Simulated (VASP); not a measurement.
A convergence study with VASP on GaN (zinc blende): a few settings are varied, all else stays as given below, so the limit is that of these other settings. The cell's lengths are 1 % over those of the tabulated start and one atom is moved, so it is off equilibrium.

```
GaN
1.0
    0.00000     2.28260     2.28260
    2.28260     0.00000     2.28260
    2.28260     2.28260     0.00000
Ga N
1 1
Direct
  0.00000   0.00000   0.00000
  0.23673   0.26327   0.26327
```

These are PBEsol GGA, VASP's PBE PAW potentials (set 64) (plane waves; VASP 6.6.1) values and carry that method's errors. The last row used: 700 eV cut-off, 8×8×8 Γ-centred mesh, Gaussian smearing of 0.050 eV, potentials Ga_d N.

```csv
setting,E (eV/atom),pressure (GPa),electronic steps
"ALGO = Normal, EDIFF = 1E-2",-6.5408,-4.52,9
"ALGO = Normal, EDIFF = 1E-3",-6.5410,-8.45,10
"ALGO = Normal, EDIFF = 1E-4",-6.5410,-7.37,11
"ALGO = Normal, EDIFF = 1E-5",-6.5410,-7.73,12
"ALGO = Normal, EDIFF = 1E-6",-6.5410,-7.62,13
"ALGO = Normal, EDIFF = 1E-8",-6.5410,-7.60,15
"ALGO = Normal, EDIFF = 1E-9",-6.5410,-7.60,17
"ALGO = Fast, EDIFF = 1E-2",-6.5409,-7.11,9
"ALGO = Fast, EDIFF = 1E-3",-6.5410,-7.74,10
"ALGO = Fast, EDIFF = 1E-4",-6.5410,-7.48,11
"ALGO = Fast, EDIFF = 1E-5",-6.5410,-7.50,12
"ALGO = Fast, EDIFF = 1E-6",-6.5410,-7.61,14
"ALGO = Fast, EDIFF = 1E-7",-6.5410,-7.60,15
"ALGO = Fast, EDIFF = 1E-8",-6.5410,-7.60,17
"ALGO = Fast, EDIFF = 1E-9",-6.5410,-7.60,20
"ALGO = All, EDIFF = 1E-2",-6.5407,-7.85,11
"ALGO = All, EDIFF = 1E-3",-6.5409,-7.48,12
"ALGO = All, EDIFF = 1E-4",-6.5410,-7.57,14
"ALGO = All, EDIFF = 1E-5",-6.5410,-7.60,15
"ALGO = All, EDIFF = 1E-6",-6.5410,-7.60,17
"ALGO = All, EDIFF = 1E-7",-6.5410,-7.59,18
"ALGO = All, EDIFF = 1E-8",-6.5410,-7.60,20
"ALGO = All, EDIFF = 1E-9",-6.5410,-7.60,22
```

Left out are rungs that failed or repeat a setting and relaxations that didn't move; long series are thinned to 24 rows.

The compound is GaN in the zinc blende structure, a metastable form; wurtzite is the usual one. The cell was not relaxed at this level, it is distorted from the ideal structure.
